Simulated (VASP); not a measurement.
An input for Ansatz (written as the equivalent of a VASP run, and not itself run):

Ansatz 0.2 input:
```yaml
crystal:
  lattice:
    - [5.1365972, -1.7850889, 0.5093606]
    - [5.1365972, 1.7850889, 0.5093606]
    - [4.2247395, 0.0000000, 3.4785495]
  atoms:
    - { symbol: As, position: [0.2115766, 0.2115766, 0.2115766] }
    - { symbol: As, position: [0.7884234, 0.7884234, 0.7884234] }
kpoints:
  mp_grid: { grid: [8, 8, 8] }
hamiltonian:
  xc: r2scan
  pseudopotentials: { kind: paw }
scf:
  occupations: { method: gaussian, width: 0.05 }
  max_iter: 100
output: { forces: true, stress: true, eigenvalues: true }
```

Question: Translate this input to VASP (INCAR, KPOINTS, POSCAR, choice of POTCAR).

Answer: Several could match; the one computed here: 
### INCAR
```
SYSTEM = As
PREC = Accurate
ENCUT = 480
EDIFF = 1E-7
NELM = 100
ALGO = Normal
LREAL = .FALSE.
LASPH = .TRUE.
ISMEAR = 0
SIGMA = 0.05
METAGGA = R2SCAN
LMIXTAU = .TRUE.
LMAXMIX = 4
LWAVE = .FALSE.
LCHARG = .FALSE.
ISIF = 2
```

**POSCAR**
```
As
10.2731940
  0.5000000216  -0.1737618246   0.0495815183
  0.5000000216   0.1737618246   0.0495815183
  0.4112391441   0.0000000000   0.3386044835
As
2
Cartesian
  0.2985851959  -0.0000000000   0.0926213656
  1.1126539914  -0.0000000000   0.3451461546
```

**KPOINTS**
```
Automatic mesh
0
Gamma
8 8 8
0 0 0
```

POTCAR, in this order: As (PBE.64 set). Program: vasp_std.

The two are equivalent in intent, not identical: each code has its own PAW files, so the cut-off isn't converted (ENCUT is set for VASP's; basis.ecutwfc is left out, and Ansatz then takes the one that its files recommend); Ansatz stops its SCF on the density residual and VASP on the energy change (EDIFF).

The compound is As in the a7 structure. This cell was strained or had an atom moved on purpose.
